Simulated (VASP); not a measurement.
Here is the system:

```xyz
3
Lattice="0.0000 2.6659 2.6659 2.6659 0.0000 2.6659 2.6659 2.6659 0.0000" Properties=species:S:1:pos:R:3 pbc="T T T"
Ca     0.0000     0.0000     0.0000
F      1.3329     1.3329     1.3329
F      3.9988     3.9988     3.9988
```

The numbers are results of LDA (Ceperley-Alder, Perdew-Zunger), VASP's LDA PAW potentials (set 64) (plane waves; VASP), not measurements. Settings: 620 eV cut-off, 7×7×7 Γ-centred mesh, Gaussian smearing of 0.050 eV, potentials Ca_sv F.

Energy and stress use the plane-wave basis of the starting cell.

Problem. The ions, cell shape and volume at an external pressure of 5.0 GPa are relaxed. What does this cell relax into?

Solution. 
```xyz
3
Lattice="0.0000 2.6275 2.6275 2.6275 0.0000 2.6275 2.6275 2.6275 0.0000" Properties=species:S:1:pos:R:3 pbc="T T T"
Ca     0.0000     0.0000     0.0000
F      1.3138     1.3138     1.3138
F      3.9413     3.9413     3.9413
```
Space group Fm-3m (225), at a tolerance of 0.03 Å.

Problem. How do energy and volume change from the first to the last step?

Solution. The energy (σ→0) changes by +8.2 meV/atom and the volume by -4.3 %, in 3 ionic steps.

The compound is CaF2 in the fluorite structure. This run relaxes it under an external pressure of 5 GPa. Symmetry was kept, so distortions that lower it aren't found.
